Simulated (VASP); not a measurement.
Zr:

```
CELL_PARAMETERS angstrom
3.23200 0.00000 0.00000
-1.61600 2.79899 0.00000
0.00000 0.00000 5.14700
ATOMIC_POSITIONS crystal
Zr 0.33333 0.66667 0.25000
Zr 0.66667 0.33333 0.75000
```

* Program: VASP 6.6.1
* Task: relaxation of cell and atoms
* Functional: PBEsol
* Potentials or basis: VASP PAW PBE potentials, release 64 (Zr_sv)
* Cutoff: 600 eV
* k mesh: 15 × 15 × 9
* Occupations: methfessel-paxton, width 0.1 eV
* Spin: no spin polarisation

At the start: pressure -3.2 GPa; volume 23.28 Å³/atom.

Problem. How do energy, volume and symmetry change on relaxing?

Solution. Over 7 steps the energy falls by 8.2 meV/atom and the volume is 22.49 Å³/atom (-3.4 %); space group P6_3/mmc (No. 194, to 0.05 Å).

The path:
```tsv
step	energy change (eV)	largest force (eV/Å)	pressure (GPa)	volume (Å³)
1	0.0000	0.0000	-3.21	46.56
2	0.0009	0.0000	3.67	43.49
3	-0.0160	0.0000	0.00	45.02
4	-0.0160	0.0000	0.06	44.99
5	-0.0163	0.0000	0.04	44.98
6	-0.0163	0.0000	0.05	44.97
7	-0.0163	0.0000	0.05	44.97
```

Final structure:
```xyz
2
Lattice="3.1864 0.0000 0.0000 -1.5932 2.7595 0.0000 0.0000 0.0000 5.1148" Properties=species:S:1:pos:R:3 pbc="T T T"
Zr    0.0000    1.8397    1.2787
Zr    1.5932    0.9198    3.8361
```

Caveat: the PAW data sets were made with another functional, which shifts forces and pressure a little.
